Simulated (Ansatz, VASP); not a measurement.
# Mo in two plane-wave programs, part 2 of 2

Aim: how closely do two programs agree when they are given the same cell, functional and k mesh? The cell is taken from a series of VASP runs on this material, whose earlier steps may have relaxed, scaled or displaced it; both programs get it as it stands.

VASP 6.6.1 and Ansatz 0.2.0.

So far. Step 2 (Ansatz: single point, r2SCAN with rVV10): The run ends at a pressure of -0.67 GPa. Step 3 (VASP: single point, r2SCAN with rVV10): The run ends at a pressure of 0.00 GPa.

## (5) VASP: band structure, r2SCAN with rVV10, spin-orbit coupling

Level of this step: r2SCAN with rVV10, spin-orbit coupling; plane waves and PAW (Mo_sv) (VASP).

A single point gives forces, pressure and levels at one fixed geometry, so differences don't come from the geometry; what else differs is listed under the comparison.

INCAR

```
SYSTEM = Mo
PREC = Accurate
ENCUT = 400
EDIFF = 1E-06
NELM = 100
ISMEAR = 1
SIGMA = 0.2
LREAL = .FALSE.
ALGO = Normal
METAGGA = R2SCAN
LUSE_VDW = .TRUE.
IVDW_NL = 2
BPARAM = 11.95
CPARAM = 0.0093
LASPH = .TRUE.
LNONCOLLINEAR = .TRUE.
MAGMOM = 0 0 0
NBANDS = 26
GGA_COMPAT = .FALSE.
LSORBIT = .TRUE.
LMAXMIX = 4
LORBIT = 11
LWAVE = .FALSE.
LCHARG = .FALSE.
KPAR = 2
```

POSCAR

```
Mo
1.0
   -1.5724553579      1.5724553579      1.5724553579
    1.5724553579     -1.5724553579      1.5724553579
    1.5724553579      1.5724553579     -1.5724553579
Mo
1
Direct
    0.0000000000      0.0000000000      0.0000000000
```

KPOINTS

```
Automatic mesh
0
Gamma
8 8 8
0 0 0
```

KPOINTS_OPT

```
Line mode
16
Line-mode
Reciprocal
  0.00000000   0.00000000   0.00000000 GAMMA
  0.50000000  -0.50000000   0.50000000 H

  0.50000000  -0.50000000   0.50000000 H
  0.00000000   0.00000000   0.50000000 N

  0.00000000   0.00000000   0.50000000 N
  0.00000000   0.00000000   0.00000000 GAMMA

  0.00000000   0.00000000   0.00000000 GAMMA
  0.25000000   0.25000000   0.25000000 P

  0.25000000   0.25000000   0.25000000 P
  0.50000000  -0.50000000   0.50000000 H

  0.25000000   0.25000000   0.25000000 P
  0.00000000   0.00000000   0.50000000 N
```

The projector-augmented-wave data sets are Mo_sv (PBE family, release 64).

Launch:

```
$ mpirun -np 2 vasp_ncl
```

Numbers of over 12 decimals in the logs are rounded to 6 here.

Output:

```text
[banner, memory and clock lines left out]
running    2 mpi-ranks, on    1 nodes
[...]
[... a notice as in an earlier step ...]

 [... a notice as in an earlier step ...]

 LDA part: xc-table for (None), standard interpolation
 POSCAR, INCAR and KPOINTS ok, starting setup
[...]
entering main loop
       N       E                     dE             d eps       ncg     rms          rms(c)
Total rVV10 correction in eV:      0.2493757    14.0030733
Total rVV10 correction in eV:      0.2493757    14.0030733
DAV:   1     0.100520497672E+03    0.10052E+03   -0.71014E+03  1524   0.950E+02
DAV:   2    -0.298447914398E+02   -0.13037E+03   -0.12569E+03  1672   0.341E+02
DAV:   3    -0.322882699242E+02   -0.24435E+01   -0.24154E+01  1744   0.478E+01
DAV:   4    -0.322974328328E+02   -0.91629E-02   -0.91607E-02  1590   0.317E+00
DAV:   5    -0.322974917530E+02   -0.58920E-04   -0.58920E-04  1630   0.233E-01    0.186E+01
Total rVV10 correction in eV:      0.2306762    14.0030734
Total rVV10 correction in eV:      0.2306762    14.0030734
[...]
Total rVV10 correction in eV:      0.2216641    14.0030734
Total rVV10 correction in eV:      0.2216641    14.0030734
Total rVV10 correction in eV:      0.2216653    14.0030734
Total rVV10 correction in eV:      0.2216653    14.0030734
   1 F= -.25934550E+02 E0= -.25934513E+02  d E =-.112178E-03  mag=    -0.0000    -0.0000    -0.0000
 Start KPOINTS_OPT (optional k-point list driver)
k-point batch [1-29\96]
       N       E                     dE             ncg
DAV:   1    -0.152435528219E+04   -0.15198E+05     1516
DAV:   2    -0.528602820159E+04   -0.37617E+04     1732
DAV:   3    -0.535154584495E+04   -0.65518E+02     1640
DAV:   4    -0.535178438253E+04   -0.23854E+00     1694
DAV:   5    -0.535178622018E+04   -0.18377E-02     1620
DAV:   6    -0.535178624793E+04   -0.27748E-04     1522
DAV:   7    -0.535178624846E+04   -0.53374E-06     1276
[...]
k-point batch [88-96\96]
       N       E                     dE             ncg
DAV:   1     0.121902014883E+05   -0.52062E+04      468
DAV:   2     0.109990147769E+05   -0.11912E+04      548
DAV:   3     0.109768987133E+05   -0.22116E+02      488
DAV:   4     0.109768210370E+05   -0.77676E-01      472
DAV:   5     0.109768204562E+05   -0.58085E-03      482
DAV:   6     0.109768204480E+05   -0.81773E-05      424
DAV:   7     0.109768204479E+05   -0.14593E-06      370
```

OUTCAR, selected parts (step 5):

```text
  Total        0.1398114      0.1398114      0.1398114     -0.0000000     -0.0000000      0.0000000
  in kB       14.4031731     14.4031731     14.4031731     -0.0000000     -0.0000000      0.0000000
  external PRESSURE =      14.4031731 kB  Pullay stress =       0.0000000 kB

 POSITION                                       TOTAL-FORCE (eV/Angst)
 -----------------------------------------------------------------------------------
      0.00000      0.00000      0.00000        -0.000000      0.000000      0.000000
 -----------------------------------------------------------------------------------
    total drift:                                0.000000     -0.000000      0.000000

  FREE ENERGIE OF THE ION-ELECTRON SYSTEM (eV)
  ---------------------------------------------------
  free  energy   TOTEN  =       -25.9345503664 eV

  energy  without entropy=      -25.9344381886  energy(sigma->0) =      -25.93451297

 magnetization (x)
# of ion       s       p       d       tot
------------------------------------------
    1       -0.000   0.000   0.000   0.000

 magnetization (y)
# of ion       s       p       d       tot
------------------------------------------
    1       -0.000  -0.000   0.000  -0.000

 magnetization (z)
# of ion       s       p       d       tot
------------------------------------------
    1       -0.000  -0.000  -0.000  -0.000

[... 1 part as in an earlier step ...]

[... 2 further parts left out ...]
[key lines of the parts left out:]
E-fermi :  12.5099
```

The run ends at a pressure of 1.44 GPa.

## (6) Ansatz: band structure, r2SCAN with rVV10, spin-orbit coupling

The same cell, functional, mesh and smearing now go to Ansatz, which takes its cutoff from its data sets.

The cell is taken from a series of VASP runs on this material, whose earlier steps may have relaxed, scaled or displaced it; both programs get it as it stands.

input.yaml

```yaml
crystal:
  lattice:
    - [-1.5724553579, 1.5724553579, 1.5724553579]
    - [1.5724553579, -1.5724553579, 1.5724553579]
    - [1.5724553579, 1.5724553579, -1.5724553579]
  atoms:
    - { symbol: Mo, position: [0.0, 0.0, 0.0] }
hamiltonian:
  xc: r2scan
  pseudopotentials: { kind: paw_fr }
  dispersion: rvv10
magnetization:
  noncollinear: true
  spin_orbit: true
kpoints:
  mp_grid: { grid: [8, 8, 8] }
  band_path:
    path:
      - [0.0, 0.0, 0.0]
      - [0.1, -0.1, 0.1]
      - [0.2, -0.2, 0.2]
      - [0.3, -0.3, 0.3]
      - [0.43333, -0.43333, 0.43333]
      - [0.5, -0.5, 0.5]
      - [0.4, -0.4, 0.5]
      - [0.3, -0.3, 0.5]
      - [0.16667, -0.16667, 0.5]
      - [0.06667, -0.06667, 0.5]
      - [0.0, 0.0, 0.5]
      - [0.0, 0.0, 0.36667]
      - [0.0, 0.0, 0.26667]
      - [0.0, 0.0, 0.16667]
      - [0.0, 0.0, 0.06667]
      - [0.01667, 0.01667, 0.01667]
      - [0.06667, 0.06667, 0.06667]
      - [0.11667, 0.11667, 0.11667]
      - [0.16667, 0.16667, 0.16667]
      - [0.23333, 0.23333, 0.23333]
      - [0.26667, 0.2, 0.26667]
      - [0.31667, 0.05, 0.31667]
      - [0.38333, -0.15, 0.38333]
      - [0.43333, -0.3, 0.43333]
      - [0.48333, -0.45, 0.48333]
      - [0.23333, 0.23333, 0.26667]
      - [0.16667, 0.16667, 0.33333]
      - [0.11667, 0.11667, 0.38333]
      - [0.06667, 0.06667, 0.43333]
      - [0.0, 0.0, 0.5]
    npoints: 1
scf:
  occupations: { method: methfessel_paxton, width: 0.2 }
  n_extra_bands: 12
output:
  forces: true
  stress: true
  eigenvalues: true
```

Launch:

```
$ ansatz run input.yaml --threads 2 --pin off --max-ram 4608MiB --backend cpu --events-out ev --progress --plain --runs-dir out
```

Output:

```text
[...]
non-collinear run that drives no moment, with spin-orbit: no starting moment large enough to seed its density (crystal.atoms[].spin), no starting occupations that ask for one, no magnetisation constraint and no magnetic field, so the semilocal B_xc is pinned to zero
Crystal: 1 atoms, lattice volume = 15.552 Å³
[...]
k-point 1: bands = [... 10 lower, 19.3316, 19.3316, 19.6237, 19.6237, 20.4052, 20.4052, 22.6084, 22.6084, ... 8 higher]
  k-point 2: bands = [... 10 lower, 18.5173, 18.5173, 19.4975, 19.4975, 22.2572, 22.2572, 22.4764, 22.4764, ... 8 higher]
  k-point 28: bands = [... 10 lower, 15.4792, 15.4792, 25.2545, 25.2545, 25.2545, 25.2545, 25.4594, 25.4594, ... 8 higher]
[key lines of the parts left out:]
SCF converged after 8 iterations
Magnetization: |M| = 0.0000 μB,  M = (+0.0000, +0.0000, +0.0000) μB
Free energy (F): -4960.399210 eV
Fermi energy:    21.050422 eV
P = ⅓ Tr σ = 0.7963 GPa (7.963 kbar)
```

It took 12 s on 2 threads of Arm Neoverse N1, shared host; peak memory 0.39 GiB.

## (7) Differences

What differs besides the data sets and the points named for the pairs above, as far as they apply: spin-orbit coupling enters by fully relativistic files in Ansatz and inside the spheres in VASP. Total energies have different zeros and are not compared.

The two programs side by side:

```tsv
quantity	Ansatz	VASP	difference
pressure (GPa)	0.80	1.44	-0.64
pressure without Ansatz's Pulay correction (GPa)	0.72	1.44	-0.72
```

Levels from 3 eV below to 2 eV above the Fermi level differ by 6 meV r.m.s. and 17 meV at most; each VASP level is matched to the nearest of Ansatz, which flatters the figure a little. Ansatz's pressure holds a Pulay correction of 0.08 GPa; VASP's holds none.

## (8) Summary of results

```
difference in pressure (single point, r2SCAN with rVV10)                                                  : -0.66 GPa
r.m.s. difference of levels near the Fermi level (band structure, r2SCAN with rVV10, spin-orbit coupling) : 6.5 meV
difference in pressure (band structure, r2SCAN with rVV10, spin-orbit coupling)                           : -0.64 GPa
```

In words: The difference in pressure is -0.66 GPa (single point, r2SCAN with rVV10), within the 1 GPa picked in this series as the mark of a large difference. Such differences can come from data sets, numerical settings and the points named under the comparisons, not from the functional's error against experiment.

[Lines on the potential files, build, host, timing and source positions are cut from VASP's logs without a mark.]

[Logs are printed without paths, hosts, clocks, repeated set-up lines and the standing remarks that a program may print on its own settings, such as how far it seeks lower states.]

[Hosts, paths, dates, database ids (printed as entryN), source tags and the programs' standing remarks are cut or masked in the printed files.]
